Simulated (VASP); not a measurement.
```yaml
crystal:
  lattice:
    - [-2.04164, 2.04164, 2.04164]
    - [2.04164, -2.04164, 2.04164]
    - [2.04164, 2.04164, -2.04164]
  atoms:
    - { symbol: Pr, position: [0.00000, 0.00000, 0.00000] }
```

The numbers are results of PBEsol GGA, VASP's PBE PAW potentials (set 64) (plane waves; VASP), not measurements. Settings: 400 eV cut-off, Gaussian smearing of 0.050 eV, potentials Pr_3.

The 4f electrons are frozen in the core of the lanthanide potential, so 4f levels, which can set the real gap, and their magnetism are missing.

Problem. Give the energies of bands 5 to 8 at the high-symmetry points, in eV from the Fermi level.

Solution. 
| band | Γ | H | N | P |
|---|---|---|---|---|
| 5 | -3.74 | -2.02 | -2.05 | 0.29 |
| 6 | 1.46 | -2.02 | -0.28 | 0.29 |
| 7 | 1.46 | 6.21 | 2.63 | 0.29 |
| 8 | 1.46 | 6.21 | 3.91 | 4.83 |

It has no gap at this level: it comes out as a metal or semimetal.

The structure was generated: Pr was put into the bcc type (Im-3m), which need not be its known phase. It was relaxed first.
